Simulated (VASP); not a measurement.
# CaMg (P-6m2) in VASP: further runs

Runs on CaMg. Level: LDA. Tasks: single point.

All numbers are computed with VASP 6.6.1; they aren't measurements. Logs are shortened: lines on timing, memory, paths and dates and some standing lists are left out, and cuts for length are marked.

## 1. The cell of the first run

Symmetry: P-6m2, No. 187, hexagonal system. The conventional cell has a = 3.668 Å, b = 3.668 Å, c = 5.454 Å, α = 90.00°, β = 90.00°, γ = 120.00°. Ca (site symmetry -6m2) has 6 Mg at 3.45 Å and 6 Ca at 3.67 Å as nearest neighbours. Mg (site symmetry -6m2) has 6 Ca at 3.45 Å and 6 Mg at 3.67 Å as nearest neighbours.

The cell comes from a database or a generator and needn't be the stable form of this composition.

## 2. Single point, LDA (strain +0.000 along x and y, -0.030 along z, atoms carried along)

Contents of INCAR:

```
PREC = Accurate
ENCUT = 520
EDIFF = 1E-6
ISMEAR = 0
SIGMA = 0.15
LREAL = F
LASPH = T
NELM = 80
ALGO = Normal
ISIF = 2
LWAVE = F
LCHARG = F
NBANDS = 13
```

Contents of KPOINTS:

```
regular mesh
0
Gamma
  15 15 8
```

Contents of POSCAR:

```
CaMg
1.0
    3.6681185438      0.0000000000      0.0000000000
   -1.8340592719      3.1766838430      0.0000000000
    0.0000000000      0.0000000000      5.4536290600
Ca Mg
1 1
Direct
    0.0000000000      0.0000000000      0.5000000000
    0.6666666667      0.3333333333      0.0000000000
```

Potentials or basis: VASP PAW LDA potentials, release 64 (Ca_sv, Mg).

The run is started by

```sh
$ cat potpaw_LDA.64/Ca_sv/POTCAR potpaw_LDA.64/Mg/POTCAR > POTCAR
$ mpirun -np 1 vasp_std > vasp.out
```

OUTCAR:

```text
PREC = Accurate
   ENCUT = 520
   EDIFF = 1E-6
   ISMEAR = 0
   LREAL = F
   LASPH = T
   NELM = 80
   ISIF = 2

 ion  position               nearest neighbor table
   1  0.000  0.000  0.500-
   2  0.667  0.333  0.000-

  LATTYP: Found a hexagonal cell.
 ALAT       =     3.6681185438
 C/A-ratio  =     1.4867646710

  Lattice vectors:

 A1 = (   3.6681185438,   0.0000000000,   0.0000000000)
 A2 = (  -1.8340592719,   3.1766838430,   0.0000000000)
 A3 = (   0.0000000000,   0.0000000000,   5.4536290600)

Analysis of symmetry for initial positions (statically):
=====================================================================
 Subroutine PRICEL returns:
 Original cell was already a primitive cell.

 Routine SETGRP: Setting up the symmetry group for a
 hexagonal supercell.

 Subroutine GETGRP returns: Found 12 space group operations
 (whereof 12 operations were pure point group operations)
 out of a pool of 24 trial point group operations.

The static configuration has the point symmetry D_3h.

Analysis of symmetry for dynamics (positions and initial velocities):
=====================================================================
 Subroutine PRICEL returns:
 Original cell was already a primitive cell.

 Routine SETGRP: Setting up the symmetry group for a
 hexagonal supercell.

 Subroutine GETGRP returns: Found 12 space group operations
 (whereof 12 operations were pure point group operations)
 out of a pool of 24 trial point group operations.

The dynamic configuration has the point symmetry D_3h.

 Subroutine INISYM returns: Found 12 space group operations
 (whereof 12 operations are pure point group operations),
 and found     1 'primitive' translations

----------------------------------------------------------------------------------------

                                     Primitive cell

  volume of cell :      63.5482

  direct lattice vectors                    reciprocal lattice vectors
     3.668118544  0.000000000  0.000000000     0.272619325  0.157396840  0.000000000
    -1.834059272  3.176683843  0.000000000     0.000000000  0.314793681  0.000000000
     0.000000000  0.000000000  5.453629060     0.000000000  0.000000000  0.183364140

  length of vectors
     3.668118544  3.668118544  5.453629060     0.314793681  0.314793681  0.183364140

  position of ions in fractional coordinates (direct lattice)
     0.000000000  0.000000000  0.500000000
     0.666666667  0.333333333  0.000000000

  ion indices of the primitive-cell ions
   primitive index   ion index
                 1           1
                 2           2

----------------------------------------------------------------------------------------

 KPOINTS: regular mesh

Automatic generation of k-mesh.
 Grid dimensions read from file:
 generate k-points for:   15   15    8

 Generating k-lattice:

  Cartesian coordinates                     Fractional coordinates (reciprocal lattice)
     0.018174622  0.010493123  0.000000000     0.066666667 -0.000000000  0.000000000
     0.000000000  0.020986245  0.000000000     0.000000000  0.066666667  0.000000000
     0.000000000  0.000000000  0.022920517     0.000000000  0.000000000  0.125000000

  Length of vectors
     0.020986245  0.020986245  0.022920517

  Shift w.r.t. Gamma in fractional coordinates (k-lattice)
     0.000000000  0.000000000  0.000000000

 Subroutine IBZKPT returns following result:
 ===========================================

 Found    135 irreducible k-points:

 Following reciprocal coordinates:
            Coordinates               Weight
  0.000000  0.000000  0.000000      1.000000
  0.066667  0.000000  0.000000      6.000000
  0.133333  0.000000  0.000000      6.000000
  0.200000  0.000000  0.000000      6.000000
  0.266667  0.000000  0.000000      6.000000
  0.333333 -0.000000  0.000000      6.000000
[... 16 lines left out ...]
  0.333333  0.200000  0.000000     12.000000
  0.400000  0.200000  0.000000      6.000000
 [... further k-points ...]
   k-points           NKPTS =    135   k-points in BZ     NKDIM =    135   number of bands    NBANDS=     13
   number of dos      NEDOS =    301   number of ions     NIONS =      2
   total plane-waves  NPLWV =  32928
   dimension x,y,z NGX =    28 NGY =   28 NGZ =   42
   dimension x,y,z NGXF=    56 NGYF=   56 NGZF=   84
   ions per type =               1   1
   NGX,Y,Z   is equivalent  to a cutoff of  12.69, 12.69, 12.80 a.u.
   NGXF,Y,Z  is equivalent  to a cutoff of  25.38, 25.38, 25.61 a.u.
 SYSTEM =  unknown system
   PREC   = accura    normal or accurate (medium, high low for compatibility)
   ISTART =      0    job   : 0-new  1-cont  2-samecut
   ICHARG =      2    charge: 1-file 2-atom 10-const
   ISPIN  =      1    spin polarized calculation?
   LNONCOLLINEAR =      F non collinear calculations
   LSORBIT =      F    spin-orbit coupling
   LASPH  =      T    aspherical Exc in radial PAW
   ENCUT  =  520.0 eV  38.22 Ry    6.18 a.u.   6.82  6.82 10.14*2*pi/ulx,y,z
   NELM   =     80;   NELMIN=  2; NELMDL= -5     # of ELM steps
   EDIFF  = 0.1E-05   stopping-criterion for ELM
   LREAL  =      F    real-space projection
   EDIFFG = 0.1E-04   stopping-criterion for IOM
   NSW    =      0    number of steps for IOM
   IBRION =     -1    ionic relax: 0-MD 1-quasi-New 2-CG
   NFREE  =      0    steps in history (QN), initial steepest desc. (CG)
   ISIF   =      2    stress and relaxation
   ISYM   =      2    0-nonsym 1-usesym 2-fastsym
   POTIM  = 0.5000    time-step for ionic-motion
   TEBEG  =    0.0;   TEEND  =   0.0 temperature during run
   PSTRESS=    0.0 pullay stress
   NELECT =      12.0000    total number of electrons
   NUPDOWN=      -1.0000    fix difference up-down
   EMIN   =  10.00;   EMAX   =-10.00  energy-range for DOS
   EFERMI =   0.00;   METHOD = LEGACY
   ISMEAR =     0;   SIGMA  =   0.15  broadening in eV -4-tet -1-fermi 0-gaus
   EFERMI_NEDOS =   21; number of points for ismear=-14 and -15
   IALGO  =     38    algorithm
   IMIX   =      4    mixing-type and parameters
     AMIX     =   0.40;   BMIX     =  1.00
     AMIX_MAG =   1.60;   BMIX_MAG =  1.00
  volume/ion in A,a.u.               =      31.77       214.42
  Fermi-wavevector in a.u.,A,eV,Ry     =   0.939221  1.774870 12.002179  0.882135
  Thomas-Fermi vector in A             =   2.066511
   LORBIT       =      0    0 simple, 1 ext, 2 COOP (PROOUT), +10 PAW based schemes
   GGA     = CA    functional components
   LHFCALC =     F    Hartree Fock is set to
   AEXX    =    0.0000 exact exchange contribution
   IVDW    =     0    specifies the selected vdW correction
   LEPSILON=     F    determine dielectric tensor
   LRPA    =     F    only Hartree local field effects (RPA)
 non-spin polarized calculation
 Gauss-broadening in eV      SIGMA  =   0.15
  energy-cutoff  :      520.00
  volume of cell :       63.55
 maximum number of plane-waves:      1731
 NGX is ok and might be reduce to    28
   NGX = 13   NGY = 13   NGZ = 21

 number of electron      12.0000000 magnetization

 Free energy of the ion-electron system (eV)
  ---------------------------------------------------
  ext. energy  EPLUGINS =         0.00000000
  ---------------------------------------------------
  free energy    TOTEN  =        -3.96249686 eV

  energy without entropy =       -3.94564572  energy(sigma->0) =       -3.95407129

 E-fermi :   2.0614     XC(G=0):  -8.3144

 val. band max:        2.0565269945   @ k =   0.2000   0.0000   0.0000
 cond. band min:       2.0629681146   @ k =   0.4000   0.1333   0.3750
 fundamental gap:      0.0064411201
 Fermi energy:         2.0614298612

 k-point     1 :       0.0000    0.0000    0.0000
  band No.  band energies     occupation
      1     -39.1161      2.00000
      2     -20.4313      2.00000
      3     -20.3189      2.00000
      4     -20.3189      2.00000
      5      -3.1751      2.00000
      6       1.3644      2.00000
      7       1.9172      1.82607
      8       4.5931      0.00000
      9       4.5931      0.00000
     10       5.8464      0.00000
     11       5.8464      0.00000
     12       6.8768      0.00000
     13      10.8761      0.00000

 k-point     2 :       0.0667    0.0000    0.0000
  band No.  band energies     occupation
      1     -39.1151      2.00000
      2     -20.4298      2.00000
      3     -20.3284      2.00000
      4     -20.3211      2.00000
      5      -3.1039      2.00000
      6       1.4389      2.00000
      7       1.9333      1.77282
      8       4.4805      0.00000
      9       4.6530      0.00000
     10       5.8189      0.00000
     11       5.8504      0.00000
     12       6.8627      0.00000
     13       9.9775      0.00000

 k-point     3 :       0.1333    0.0000    0.0000
  band No.  band energies     occupation
      1     -39.1123      2.00000
      2     -20.4258      2.00000
      3     -20.3553      2.00000
      4     -20.3273      2.00000
      5      -2.8921      2.00000
      6       1.6547      1.99987
      7       1.9808      1.55268
      8       4.1776      0.00000
      9       4.8292      0.00000
     10       5.7425      0.00000
     11       5.8594      0.00000
     12       6.7881      0.00000
     13       8.7692      0.00000
[... 305 lines left out ...]
 k-point    23 :       0.3333    0.2000    0.0000
  band No.  band energies     occupation
      1     -39.0920      2.00000
      2     -20.5047      2.00000
      3     -20.4117      2.00000
      4     -20.3970      2.00000
      5       0.0066      2.00000
      6       1.6416      1.99992
      7       2.6523      0.00000
      8       2.7311      0.00000
      9       4.2415      0.00000
     10       5.0158      0.00000
     11       5.6689      0.00000
     12       6.8236      0.00000
     13       7.0172      0.00000

 k-point    24 :       0.4000    0.2000    0.0000
  band No.  band energies     occupation
      1     -39.0912      2.00000
      2     -20.5089      2.00000
      3     -20.4167      2.00000
      4     -20.3958      2.00000
      5       0.6215      2.00000
      6       1.0304      2.00000
      7       2.6674      0.00000
      8       2.7199      0.00000
      9       4.1295      0.00000
     10       5.2518      0.00000
     11       5.5371      0.00000
     12       6.8892      0.00000
     13       6.9072      0.00000

 [... further k-points ...]

------------------------ aborting loop because EDIFF is reached ----------------------------------------

  FORCE on cell =-STRESS in cart. coord.  units (eV):
  Direction    XX          YY          ZZ          XY          YZ          ZX
  --------------------------------------------------------------------------------------
  -------------------------------------------------------------------------------------
  Total       -0.5128883     -0.5128883     -0.4278709      0.0000000      0.0000000      0.0000000
  in kB      -12.9309503    -12.9309503    -10.7874902      0.0000000      0.0000000      0.0000000
  external PRESSURE =     -12.2164636 kB  Pullay stress =       0.0000000 kB

 VOLUME and BASIS-vectors are now :
 -----------------------------------------------------------------------------
  energy-cutoff  :      520.00
  volume of cell :       63.55
      direct lattice vectors                 reciprocal lattice vectors
     3.668118544  0.000000000  0.000000000     0.272619325  0.157396840  0.000000000
    -1.834059272  3.176683843  0.000000000     0.000000000  0.314793681  0.000000000
     0.000000000  0.000000000  5.453629060     0.000000000  0.000000000  0.183364140

 POSITION                                       TOTAL-FORCE (eV/Angst)
 -----------------------------------------------------------------------------------
      0.00000      0.00000      2.72681         0.000000      0.000000      0.000000
      1.83406      1.05889      0.00000        -0.000000      0.000000      0.000000
 -----------------------------------------------------------------------------------
    total drift:                               -0.000000      0.000000      0.000000

  FREE ENERGIE OF THE ION-ELECTRON SYSTEM (eV)
  ---------------------------------------------------
  free  energy   TOTEN  =        -3.9624968599 eV

  energy  without entropy=       -3.9456457190  energy(sigma->0) =       -3.95407129
```

It took 36 s on 1 thread of Intel Xeon 6975P-C (Granite Rapids), shared host; peak memory 0.25 GiB.

Results:

- Free energy: -3.9625 eV
- Pressure: -1.2 GPa
- Band gap on the k mesh: none (metal or under the smearing width)

(Continued in part 2 of 2.)
